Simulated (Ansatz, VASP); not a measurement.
# Two plane-wave programs on NaBI4

The input INCAR:

```
SYSTEM = NaBI4
PREC = Accurate
ENCUT = 600
EDIFF = 1E-6
ISMEAR = 0
SIGMA = 0.1
LREAL = .FALSE.
LASPH = .TRUE.
NELM = 100
ALGO = Normal
ISIF = 3
LWAVE = .FALSE.
LCHARG = .FALSE.
GGA = PE
IBRION = 2
NSW = 100
EDIFFG = -0.01
```

KPOINTS

```
Automatic mesh
0
G
  8 8 6
  0 0 0
```

POSCAR

```
NaBI4
1.0
    5.0946511800      0.0000000000      0.0000000000
    0.0000000000      5.0946511800      0.0000000000
    0.0000000000      0.0000000000      7.3210163500
Na B I
1 1 4
Direct
    0.5000000000      0.5000000000      0.5000000000
    0.0000000000      0.0000000000      0.0000000000
    0.5000000000      0.0000000000      0.7631459800
    0.0000000000      0.5000000000      0.2368540200
    0.5000000000      0.0000000000      0.2368540200
    0.0000000000      0.5000000000      0.7631459800
```

Input for Ansatz:

```yaml
crystal:
  lattice:
    - [5.09465118, 0.0, 0.0]
    - [0.0, 5.09465118, 0.0]
    - [0.0, 0.0, 7.32101635]
  atoms:
    - { symbol: Na, position: [0.5, 0.5, 0.5] }
    - { symbol: B, position: [0.0, 0.0, 0.0] }
    - { symbol: I, position: [0.5, 0.0, 0.76314598] }
    - { symbol: I, position: [0.0, 0.5, 0.23685402] }
    - { symbol: I, position: [0.5, 0.0, 0.23685402] }
    - { symbol: I, position: [0.0, 0.5, 0.76314598] }
basis:
  ecutwfc: 420
kpoints:
  mp_grid: { grid: [8, 8, 6] }
hamiltonian:
  xc: pbe
scf:
  occupations: { method: gaussian, width: 0.1 }
output:
  forces: true
  stress: true
  eigenvalues: true
relax:
  adjacent_minimum: "off"
  f_tol: 0.01
  max_steps: 80
  cell: { stress_tol: 0.05 }
```

Change from the starting cell: species swapped into the CePrO4 type (P4/mmm, No. 123).

Alike in both runs: task relaxation of cell and atoms; functional PBE; k mesh 8 × 8 × 6; occupations gaussian, width 0.1 eV; no spin polarisation.

|  | VASP | Ansatz |
| --- | --- | --- |
| version | VASP 6.6.1 | Ansatz 0.2.0 |
| potentials or method | VASP PAW PBE potentials, release 64 (Na_pv, B, I) | scalar-relativistic, plane waves, PAW |
| plane-wave cutoff (eV) | 600 | 420 |
| valence electrons in the cell | 38 | 80 |

Ansatz gave:

| Property | Result |
| --- | --- |
| gap on the k mesh at the Fermi level, each at its own relaxed structure (eV) | none |
| relaxed volume (Å³/atom) | 35.03 |
| relaxed cell length with the largest relative difference (Å) | 8.400 |
| energy change over the relaxation (meV/atom) | -53 |

Problem. What did VASP give for the same quantities?

Solution. gap on the k mesh at the Fermi level, each at its own relaxed structure (eV): none; relaxed volume (Å³/atom): 35.03; relaxed cell length with the largest relative difference (Å): 8.404; energy change over the relaxation (meV/atom): -53.

A gap of «none» marks a metal or a gap that the smearing closes. The two sets of potentials don't hold the same shells in valence.

The runs have no spin-orbit coupling, so splittings on I are missing.
